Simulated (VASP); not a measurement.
A run of VASP 6.6.1 is set up as follows.

INCAR

```
  PREC = Accurate
  ENCUT = 600
  EDIFF = 1E-6
  ISMEAR = 1
  SIGMA = 0.1
  LREAL = F
  LASPH = T
  NELM = 80
  ALGO = Normal
  ISIF = 3
  LWAVE = F
  LCHARG = F
  GGA = PS
  IBRION = 2
  NSW = 90
  EDIFFG = -0.01
```

Contents of KPOINTS:

```
Automatic mesh
0
Gamma
  16 16 16
```

The input POSCAR:

```
Si2W
1.0
   -1.6069000000      1.6069000000      3.9149500000
    1.6069000000     -1.6069000000      3.9149500000
    1.6069000000      1.6069000000     -3.9149500000
Si W
2 1
Direct
    0.3347000000      0.3347000000      0.0000000000
    0.6653000000      0.6653000000      0.0000000000
    0.0000000000      0.0000000000      0.0000000000
```

Potentials or basis: VASP PAW PBE potentials, release 64 (Si, W_sv).

The run is started by

```bash
$ cat potpaw_PBE.64/Si/POTCAR potpaw_PBE.64/W_sv/POTCAR > POTCAR
$ mpirun -np 1 vasp_std > vasp.out
```

(1) Estimate the band gap on the k mesh.

(2) Estimate the relaxed volume.

(3) What does it give for the relaxed cell?

## Answers

(1) none (metal or under the smearing width).

(2) 13.38 Å³/atom.

(3) a = 4.519 Å, b = 4.519 Å, c = 4.519 Å, α = 138.48°, β = 138.48°, γ = 60.17°.

Caveat: the PAW data sets were made with another functional, which shifts forces and pressure a little.
